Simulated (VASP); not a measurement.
These are r2SCAN+rVV10, VASP's PBE PAW potentials (set 64) (plane waves; VASP) values and carry that method's errors.

Input for VASP

### INCAR
```
SYSTEM=Sr
PREC=Accurate; ENCUT=520; LREAL=.False.
LASPH=.True.
EDIFF=1E-7; NELM=100; ALGO=Normal
LMAXMIX=4; LMIXTAU=.True.
ISMEAR=-5
METAGGA=R2SCAN; LUSE_VDW=.True.; BPARAM=11.95
CPARAM=0.0093
ISIF=2
LWAVE=.False.; LCHARG=.False.; LORBIT=11
NEDOS=601
```

**POSCAR**
```
Sr
1
    0.0000000000     3.0317164874     3.0317164874
    3.0317164874     0.0000000000     3.0317164874
    3.0317164874     3.0317164874     0.0000000000
Sr
1
Direct
  0.0000000000   0.0000000000   0.0000000000
```

### KPOINTS
```
Automatic mesh
0
Gamma
12 12 12
0 0 0
```

**KPOINTS_OPT**
```
k-points along high-symmetry lines
10
Line-mode
Reciprocal
  0.000000   0.000000   0.000000 ! GAMMA
  0.500000   0.000000   0.500000 ! X

  0.500000   0.000000   0.500000 ! X
  0.625000   0.250000   0.625000 ! U

  0.375000   0.375000   0.750000 ! K
  0.000000   0.000000   0.000000 ! GAMMA

  0.000000   0.000000   0.000000 ! GAMMA
  0.500000   0.500000   0.500000 ! L

  0.500000   0.500000   0.500000 ! L
  0.500000   0.250000   0.750000 ! W

  0.500000   0.250000   0.750000 ! W
  0.500000   0.000000   0.500000 ! X
```

POTCAR, in this order: Sr_sv (PBE.64 set). Program: vasp_std.

What VASP printed:

OUTCAR:
```
 ion  position               nearest neighbor table
   1  0.000  0.000  0.000-
  LATTYP: Found a face centered cubic cell.
 ALAT       =     6.0634329748
 Subroutine PRICEL returns:
 Original cell was already a primitive cell.
 Subroutine GETGRP returns: Found 48 space group operations
The static configuration has the point symmetry O_h .
The dynamic configuration has the point symmetry O_h .
 Subroutine INISYM returns: Found 48 space group operations
 Subroutine IBZKPT returns following result:
 Found     72 irreducible k-points:

 Following reciprocal coordinates:
            Coordinates               Weight
  0.000000  0.000000  0.000000      1.000000
  0.083333  0.000000  0.000000      8.000000
  0.166667  0.000000  0.000000      8.000000
  0.250000  0.000000  0.000000      8.000000
  0.333333  0.000000  0.000000      8.000000
  0.416667  0.000000  0.000000      8.000000
  0.500000  0.000000  0.000000      4.000000
  0.083333  0.083333  0.000000      6.000000
  0.166667  0.083333  0.000000     24.000000
  0.250000  0.083333  0.000000     24.000000
  0.333333  0.083333  0.000000     24.000000
  0.416667  0.083333  0.000000     24.000000
  0.500000  0.083333  0.000000     24.000000
 -0.416667  0.083333  0.000000     24.000000
 -0.333333  0.083333  0.000000     24.000000
 -0.250000  0.083333  0.000000     24.000000
 -0.166667  0.083333  0.000000     24.000000
 -0.083333  0.083333  0.000000     12.000000
  0.166667  0.166667  0.000000      6.000000
  0.250000  0.166667  0.000000     24.000000
  0.333333  0.166667  0.000000     24.000000
  0.416667  0.166667  0.000000     24.000000
  0.500000  0.166667  0.000000     24.000000
 -0.416667  0.166667  0.000000     24.000000
 -0.333333  0.166667  0.000000     24.000000
 -0.250000  0.166667  0.000000     24.000000
 -0.166667  0.166667  0.000000     12.000000
  0.250000  0.250000  0.000000      6.000000
  0.333333  0.250000  0.000000     24.000000
  0.416667  0.250000  0.000000     24.000000
  0.500000  0.250000  0.000000     24.000000
 -0.416667  0.250000  0.000000     24.000000
 -0.333333  0.250000  0.000000     24.000000
 -0.250000  0.250000  0.000000     12.000000
  0.333333  0.333333  0.000000      6.000000
  0.416667  0.333333  0.000000     24.000000
  0.500000  0.333333  0.000000     24.000000
 -0.416667  0.333333  0.000000     24.000000
 -0.333333  0.333333  0.000000     12.000000
  0.416667  0.416667  0.000000      6.000000
   k-points           NKPTS =     72   k-points in BZ     NKDIM =     72   number of bands    NBANDS=      9
   number of dos      NEDOS =    601   number of ions     NIONS =      1
   total plane-waves  NPLWV =  32768
   dimension x,y,z NGX =    32 NGY =   32 NGZ =   32
   dimension x,y,z NGXF=    64 NGYF=   64 NGZF=   64
   ions per type =               1
   PREC   = accura    normal or accurate (medium, high low for compatibility)
   ISTART =      0    job   : 0-new  1-cont  2-samecut
   ICHARG =      2    charge: 1-file 2-atom 10-const
   ISPIN  =      1    spin polarized calculation?
   LNONCOLLINEAR =      F non collinear calculations
   LSORBIT =      F    spin-orbit coupling
   INIWAV =      1    electr: 0-lowe 1-rand  2-diag
   ENCUT  =  520.0 eV  38.22 Ry    6.18 a.u.   7.97  7.97  7.97*2*pi/ulx,y,z
   NELM   =    100;   NELMIN=  2; NELMDL= -5     # of ELM steps
   EDIFF  = 0.1E-06   stopping-criterion for ELM
   LREAL  =      F    real-space projection
   NLSPLINE    = F    spline interpolate recip. space projectors
   LMAXMIX     =    4 max onsite mixed and CHGCAR
   VOSKOWN=      0    Vosko Wilk Nusair interpolation
...
```

**OSZICAR**
```
       N       E                     dE             d eps       ncg     rms          rms(c)
DAV:   1     0.233150091379E+02    0.23315E+02   -0.49193E+03  1296   0.979E+02
DAV:   2    -0.163651082670E+02   -0.39680E+02   -0.39377E+02  1440   0.174E+02
DAV:   3    -0.184497526050E+02   -0.20846E+01   -0.20719E+01  1952   0.314E+01
DAV:   4    -0.185543136429E+02   -0.10456E+00   -0.10441E+00  1980   0.621E+00
DAV:   5    -0.185574038537E+02   -0.30902E-02   -0.30859E-02  2046   0.625E-01    0.750E+00
DAV:   6    -0.145847584050E+02    0.39726E+01   -0.32385E+00  1373   0.957E+00    0.650E+00
DAV:   7    -0.147710673947E+02   -0.18631E+00   -0.66568E-01  1593   0.696E+00    0.538E+00
DAV:   8    -0.156516248505E+02   -0.88056E+00   -0.68519E-01  1414   0.572E+00    0.112E+00
DAV:   9    -0.148620726232E+02    0.78955E+00   -0.84067E-01  1363   0.568E+00    0.382E-01
DAV:  10    -0.147720643146E+02    0.90008E-01   -0.15499E-01  1402   0.416E+00    0.586E-01
DAV:  11    -0.148834109002E+02   -0.11135E+00   -0.16579E-01  1375   0.449E+00    0.255E-01
DAV:  12    -0.148450456218E+02    0.38365E-01   -0.36383E-02  1310   0.281E+00    0.181E-01
DAV:  13    -0.148428139799E+02    0.22316E-02   -0.80313E-04  1919   0.415E-01    0.232E-01
DAV:  14    -0.148365115308E+02    0.63024E-02   -0.97857E-04  1360   0.390E-01    0.246E-01
DAV:  15    -0.148407320636E+02   -0.42205E-02   -0.26709E-03  1331   0.678E-01    0.236E-01
DAV:  16    -0.148328967229E+02    0.78353E-02   -0.35425E-03  1306   0.744E-01    0.201E-01
DAV:  17    -0.148329317513E+02   -0.35028E-04   -0.28019E-04  2091   0.157E-01    0.218E-01
DAV:  18    -0.148330216750E+02   -0.89924E-04   -0.30918E-04  1486   0.174E-01    0.146E-01
DAV:  19    -0.148330377315E+02   -0.16056E-04   -0.41042E-04  1328   0.189E-01    0.675E-02
DAV:  20    -0.148329062854E+02    0.13145E-03   -0.75303E-05  1348   0.606E-02    0.583E-02
DAV:  21    -0.148329160980E+02   -0.98126E-05   -0.90334E-06  1574   0.353E-02    0.417E-02
DAV:  22    -0.148329040005E+02    0.12098E-04   -0.30180E-05  1384   0.434E-02    0.210E-02
DAV:  23    -0.148328928214E+02    0.11179E-04   -0.66286E-06  1356   0.221E-02    0.146E-02
DAV:  24    -0.148329020133E+02   -0.91919E-05   -0.42414E-06  1342   0.244E-02    0.428E-03
DAV:  25    -0.148328968336E+02    0.51796E-05   -0.51536E-07  2161   0.596E-03    0.453E-03
DAV:  26    -0.148328968309E+02    0.27380E-08   -0.36472E-08   844   0.176E-03
   1 F= -.14832897E+02 E0= -.14832897E+02  d E =0.000000E+00
       N       E                     dE             ncg
```

File OUTCAR:
```
------------------------ aborting loop because EDIFF is reached ----------------------------------------
  FORCE on cell =-STRESS in cart. coord.  units (eV):
  Direction    XX          YY          ZZ          XY          YZ          ZX
  --------------------------------------------------------------------------------------
  Total       -0.0426474     -0.0426474     -0.0426474      0.0000000     -0.0000000     -0.0000000
  in kB       -1.2260479     -1.2260479     -1.2260479      0.0000000     -0.0000000     -0.0000000
  external PRESSURE =      -1.2260479 kB  Pullay stress =       0.0000000 kB
  volume of cell :       55.73
      direct lattice vectors                 reciprocal lattice vectors
     0.000000000  3.031716487  3.031716487    -0.164923073  0.164923073  0.164923073
     3.031716487  0.000000000  3.031716487     0.164923073 -0.164923073  0.164923073
     3.031716487  3.031716487  0.000000000     0.164923073  0.164923073 -0.164923073
 POSITION                                       TOTAL-FORCE (eV/Angst)
 -----------------------------------------------------------------------------------
      0.00000      0.00000      0.00000        -0.000000     -0.000000      0.000000
 -----------------------------------------------------------------------------------
    total drift:                                0.000000      0.000000      0.000000
  FREE ENERGIE OF THE ION-ELECTRON SYSTEM (eV)
  ---------------------------------------------------
  free  energy   TOTEN  =       -14.8328968309 eV

  energy  without entropy=      -14.8328968309  energy(sigma->0) =      -14.83289683

 total charge

# of ion       s       p       d       tot
------------------------------------------
    1        2.054   5.811   0.121   7.986
```
(Selected blocks of OUTCAR.)

For a metal the tetrahedron method with Blöchl corrections gives inexact stress and forces.

The compound is Sr in the fcc structure. It was relaxed first.
